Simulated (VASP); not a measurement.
Output of a VASP run:

**OUTCAR**
```
 ion  position               nearest neighbor table
   1  0.333  0.667  0.250-   6 2.16   6 2.16   6 2.16   5 2.30   5 2.30   3 2.45   4 2.45   4 2.45
                             3 2.45   4 2.45   3 2.45
   2  0.667  0.333  0.750-   5 2.16   5 2.16   5 2.16   6 2.30   6 2.30   3 2.45   4 2.45   3 2.45
                             4 2.45   3 2.45   4 2.45
   3  0.000  0.000  0.000-   4 2.30   4 2.30   1 2.45   5 2.45   6 2.45   2 2.45   2 2.45   6 2.45
                             1 2.45   5 2.45   2 2.45   6 2.45   1 2.45   5 2.45
   4  0.000  0.000  0.500-   3 2.30   3 2.30   1 2.45   5 2.45   6 2.45   2 2.45   2 2.45   6 2.45
                             1 2.45   5 2.45   2 2.45   6 2.45   1 2.45   5 2.45
   5  0.333  0.667  0.750-   2 2.16   2 2.16   2 2.16   1 2.30   1 2.30   3 2.45   4 2.45   4 2.45
                             3 2.45   4 2.45   3 2.45   6 3.15   6 3.15   6 3.15   6 3.15   6 3.15
   6  0.667  0.333  0.250-   1 2.16   1 2.16   1 2.16   2 2.30   2 2.30   3 2.45   4 2.45   3 2.45
                             4 2.45   3 2.45   4 2.45   5 3.15   5 3.15   5 3.15   5 3.15   5 3.15
  LATTYP: Found a hexagonal cell.
 ALAT       =     3.7476860000
 C/A-ratio  =     1.2252747429
 Subroutine PRICEL returns:
 Original cell was already a primitive cell.
 Subroutine GETGRP returns: Found 24 space group operations
The static configuration has the point symmetry D_3d.
 The point group associated with its full space group is D_6h.
The dynamic configuration has the point symmetry D_3d.
The overall configuration has the point symmetry D_3d.
 Subroutine INISYM returns: Found 24 space group operations
 Subroutine IBZKPT returns following result:
 Found      8 irreducible k-points:

 Following reciprocal coordinates:
            Coordinates               Weight
  0.000000  0.000000  0.000000      1.000000
  0.250000  0.000000  0.000000      6.000000
  0.500000  0.000000  0.000000      3.000000
  0.250000  0.250000  0.000000      6.000000
  0.000000  0.000000  0.333333      2.000000
  0.250000  0.000000  0.333333     12.000000
  0.500000  0.000000  0.333333      6.000000
  0.250000  0.250000  0.333333     12.000000
   k-points           NKPTS =      8   k-points in BZ     NKDIM =      8   number of bands    NBANDS=     38
   number of dos      NEDOS =    301   number of ions     NIONS =      6
   total plane-waves  NPLWV =  17280
   dimension x,y,z NGX =    24 NGY =   24 NGZ =   30
   dimension x,y,z NGXF=    48 NGYF=   48 NGZF=   60
   ions per type =               2   4
   PREC   = accura    normal or accurate (medium, high low for compatibility)
   ISTART =      0    job   : 0-new  1-cont  2-samecut
   ICHARG =      2    charge: 1-file 2-atom 10-const
   ISPIN  =      2    spin polarized calculation?
   LNONCOLLINEAR =      F non collinear calculations
   LSORBIT =      F    spin-orbit coupling
   INIWAV =      1    electr: 0-lowe 1-rand  2-diag
   ENCUT  =  400.0 eV  29.40 Ry    5.42 a.u.   6.11  6.11  7.49*2*pi/ulx,y,z
   NELM   =    100;   NELMIN=  2; NELMDL= -5     # of ELM steps
   EDIFF  = 0.1E-05   stopping-criterion for ELM
   LREAL  =      F    real-space projection
   NLSPLINE    = F    spline interpolate recip. space projectors
   LMAXMIX     =    4 max onsite mixed and CHGCAR
   VOSKOWN=      0    Vosko Wilk Nusair interpolation
   EDIFFG = -.1E-01   stopping-criterion for IOM
   NSW    =     50    number of steps for IOM
   NBLOCK =      1;   KBLOCK =     50    inner block; outer block
   IBRION =      2    ionic relax: 0-MD 1-quasi-New 2-CG
   NFREE  =      1    steps in history (QN), initial steepest desc. (CG)
   ISIF   =      3    stress and relaxation
   ISYM   =      2    0-nonsym 1-usesym 2-fastsym
   TEIN   =    0.0    initial temperature
   TEBEG  =    0.0;   TEEND  =   0.0 temperature during run
   SMASS  =  -3.00    Nose mass-parameter (am)
   PSTRESS=    0.0 pullay stress
   NELECT =      54.0000    total number of electrons
   EFERMI =   0.00;   METHOD = LEGACY
   ISMEAR =     0;   SIGMA  =   0.05  broadening in eV -4-tet -1-fermi 0-gaus
   IALGO  =     38    algorithm
   LDIAG  =      T    sub-space diagonalisation (order eigenvalues)
   IMIX   =      4    mixing-type and parameters
     AMIX     =   0.40;   BMIX     =  1.00
     AMIX_MAG =   1.60;   BMIX_MAG =  1.00
     AMIN     =   0.10
   GGA     = PE    functional components
   VOSKOWN =     0    Vosko Wilk Nusair interpolation
   LHFCALC =     F    Hartree Fock is set to
...
```

**OSZICAR**
```
...
DAV:   7    -0.514264557889E+02    0.16110E-02   -0.71878E-03  1688   0.455E-01    0.395E-01
DAV:   8    -0.514264445934E+02    0.11196E-04   -0.19873E-03  1408   0.380E-01    0.139E-01
DAV:   9    -0.514265715178E+02   -0.12692E-03   -0.27652E-04  1592   0.113E-01    0.570E-02
DAV:  10    -0.514265663362E+02    0.51816E-05   -0.26012E-05  1508   0.324E-02    0.244E-02
DAV:  11    -0.514265664936E+02   -0.15743E-06   -0.49695E-06  1242   0.162E-02
   2 F= -.51426566E+02 E0= -.51423710E+02  d E =-.526683E-02  mag=     2.6666
       N       E                     dE             d eps       ncg     rms          rms(c)
DAV:   1    -0.528369136381E+02   -0.14103E+01   -0.26702E+01  1248   0.476E+01    0.104E+01
DAV:   2    -0.518614680264E+02    0.97545E+00   -0.93644E+00  1338   0.257E+01    0.599E+00
DAV:   3    -0.524084196563E+02   -0.54695E+00   -0.51470E+00  1516   0.260E+01    0.107E+01
DAV:   4    -0.515281908844E+02    0.88023E+00   -0.21534E+00  1596   0.166E+01    0.141E+00
DAV:   5    -0.515140476512E+02    0.14143E-01   -0.11479E-01  1370   0.215E+00    0.817E-01
DAV:   6    -0.515110290388E+02    0.30186E-02   -0.15089E-02  1704   0.823E-01    0.305E-01
DAV:   7    -0.515109465007E+02    0.82538E-04   -0.15198E-03  1494   0.298E-01    0.158E-01
DAV:   8    -0.515109438492E+02    0.26515E-05   -0.41959E-04  1432   0.167E-01    0.580E-02
DAV:   9    -0.515109480226E+02   -0.41735E-05   -0.45071E-05  1656   0.447E-02    0.278E-02
DAV:  10    -0.515109454271E+02    0.25955E-05   -0.52106E-06  1266   0.185E-02    0.126E-02
DAV:  11    -0.515109438614E+02    0.15656E-05   -0.12844E-06   762   0.877E-03    0.275E-03
DAV:  12    -0.515109438690E+02   -0.75606E-08   -0.42040E-07   638   0.437E-03
   3 F= -.51510944E+02 E0= -.51508507E+02  d E =-.896442E-01  mag=     2.6666
       N       E                     dE             d eps       ncg     rms          rms(c)
DAV:   1    -0.516484178466E+02   -0.13747E+00   -0.40823E+00  1264   0.145E+01    0.291E+00
DAV:   2    -0.516246384831E+02    0.23779E-01   -0.70714E-01  1482   0.836E+00    0.370E+00
DAV:   3    -0.515694482237E+02    0.55190E-01   -0.59306E-01  1542   0.877E+00    0.216E+00
DAV:   4    -0.515255678196E+02    0.43880E-01   -0.12068E-01  1594   0.370E+00    0.562E-01
DAV:   5    -0.515220679320E+02    0.34999E-02   -0.16706E-02  1776   0.782E-01    0.237E-01
DAV:   6    -0.515220339004E+02    0.34032E-04   -0.95003E-04  1538   0.213E-01    0.142E-01
DAV:   7    -0.515220046814E+02    0.29219E-04   -0.87287E-05  1596   0.797E-02    0.749E-02
DAV:   8    -0.515220056762E+02   -0.99478E-06   -0.43877E-05  1484   0.522E-02    0.204E-02
DAV:   9    -0.515220059609E+02   -0.28471E-06   -0.47744E-06  1544   0.131E-02
   4 F= -.51522006E+02 E0= -.51519398E+02  d E =-.110621E-01  mag=     2.6659
       N       E                     dE             d eps       ncg     rms          rms(c)
DAV:   1    -0.515241494881E+02   -0.21438E-02   -0.61268E-02  1258   0.180E+00    0.356E-01
DAV:   2    -0.515238277938E+02    0.32169E-03   -0.11084E-02  1492   0.106E+00    0.459E-01
DAV:   3    -0.515229428861E+02    0.88491E-03   -0.91131E-03  1538   0.107E+00    0.263E-01
DAV:   4    -0.515222713788E+02    0.67151E-03   -0.16852E-03  1586   0.440E-01    0.670E-02
DAV:   5    -0.515222218202E+02    0.49559E-04   -0.24513E-04  1768   0.897E-02    0.290E-02
DAV:   6    -0.515222210498E+02    0.77034E-06   -0.15353E-05  1512   0.266E-02    0.176E-02
DAV:   7    -0.515222207598E+02    0.29007E-06   -0.12893E-06   716   0.101E-02
   5 F= -.51522221E+02 E0= -.51519645E+02  d E =-.112769E-01  mag=     2.6662
```

### OUTCAR
```
------------------------ aborting loop because EDIFF is reached ----------------------------------------
  FORCE on cell =-STRESS in cart. coord.  units (eV):
  Direction    XX          YY          ZZ          XY          YZ          ZX
  --------------------------------------------------------------------------------------
  Total       -0.0373965     -0.0373965     -0.0100715      0.0000000      0.0000000      0.0000000
  in kB       -1.0396065     -1.0396070     -0.2799836      0.0000000      0.0000000      0.0000000
  external PRESSURE =      -0.7863990 kB  Pullay stress =       0.0000000 kB
  volume of cell :       57.63
      direct lattice vectors                 reciprocal lattice vectors
     3.829134851 -0.000000000 -0.000000000     0.261155598  0.150778220 -0.000000000
    -1.914567426  3.316128821 -0.000000000     0.000000000  0.301556439  0.000000000
     0.000000000 -0.000000000  4.538797550     0.000000000  0.000000000  0.220322671
 POSITION                                       TOTAL-FORCE (eV/Angst)
 -----------------------------------------------------------------------------------
     -0.00000      2.21075      1.13470         0.000000      0.000000      0.000000
      1.91457      1.10538      3.40410        -0.000000     -0.000000      0.000000
      0.00000     -0.00000      0.00000         0.000000      0.000000      0.000000
      0.00000     -0.00000      2.26940        -0.000000     -0.000000      0.000000
     -0.00000      2.21075      3.40410         0.000000      0.000000      0.000000
      1.91457      1.10538      1.13470        -0.000000     -0.000000      0.000000
 -----------------------------------------------------------------------------------
    total drift:                               -0.000410      0.000237      0.000018
  FREE ENERGIE OF THE ION-ELECTRON SYSTEM (eV)
  ---------------------------------------------------
  free  energy   TOTEN  =       -51.5222207598 eV

  energy  without entropy=      -51.5170695027  energy(sigma->0) =      -51.51964513

 total charge

# of ion       s       p       d       tot
------------------------------------------
    1        0.679   1.091   0.000   1.770
    2        0.679   1.091   0.000   1.770
    3        0.408   6.405   4.371  11.184
    4        0.408   6.405   4.371  11.184
    5        0.373   6.409   4.344  11.126
    6        0.373   6.409   4.344  11.126
--------------------------------------------------
tot          2.918  27.809  17.431  48.159

 magnetization (x)

# of ion       s       p       d       tot
------------------------------------------
    1       -0.011  -0.021   0.000  -0.032
    2       -0.011  -0.021   0.000  -0.032
    3       -0.007   0.010  -0.103  -0.100
    4       -0.007   0.010  -0.103  -0.100
    5        0.017   0.019   1.389   1.425
    6        0.017   0.019   1.389   1.425
--------------------------------------------------
tot         -0.002   0.016   2.573   2.587

 reached required accuracy - stopping structural energy minimisation
```
(Selected blocks of OUTCAR.)

### POSCAR
```
Cr2B
1
    3.7476860000     0.0000000000     0.0000000000
   -1.8738430000     3.2455920000     0.0000000000
    0.0000000000     0.0000000000     4.5919450000
B Cr
2 4
Direct
  0.3333330000   0.6666670000   0.2500000000
  0.6666670000   0.3333330000   0.7500000000
  0.0000000000   0.0000000000   0.0000000000
  0.0000000000   0.0000000000   0.5000000000
  0.3333330000   0.6666670000   0.7500000000
  0.6666670000   0.3333330000   0.2500000000
```

Q: Reconstruct the remaining input files.

A: One answer among several that fit: the input of the run itself, PBE GGA, plane waves, VASP's PBE PAW potentials (set 64).

**INCAR**
```
ISIF = 3
LWAVE = .False.
NELM = 100   # most electronic steps
LMAXMIX = 4
LASPH = .True.
SIGMA = 0.05
ISMEAR = 0   # Gaussian
PREC = Accurate
LREAL = .False.   # projection in real space or not
LORBIT = 11
LCHARG = .False.
ISPIN = 2
ENCUT = 400   # plane-wave cut-off (eV)
ALGO = Normal
MAGMOM = 2*0.0 4*3.0
EDIFFG = -0.01
SYSTEM = Cr2B
NSW = 50
IBRION = 2
EDIFF = 1E-6   # SCF stop (eV)
GGA = PE   # PBE
```

KPOINTS:
```
Automatic mesh
0
Gamma
4 4 3
0 0 0
```

POTCAR, in this order: B Cr_pv (PBE.64 set). Program: vasp_std.

At this cut-off the stress carries a Pulay error, which pulls relaxed volumes low. Energy and stress use the plane-wave basis of the starting cell. The moments were started parallel, and other spin orders were not tried in this run.

The structure was generated: Cr2B was put into an ordered model structure (P6_3/mmc), which need not be its known phase. This run relaxes it. Symmetry was kept, so distortions that lower it aren't found. The k-mesh is coarse (spacing up to 0.47 per Å, 2π included), so the numbers may not be converged in it. The run is one of a series of settings (EDIFFG = -0.01, IBRION = 2, ISIF = 3, NSW = 50 against the base run), some of them coarse on purpose.
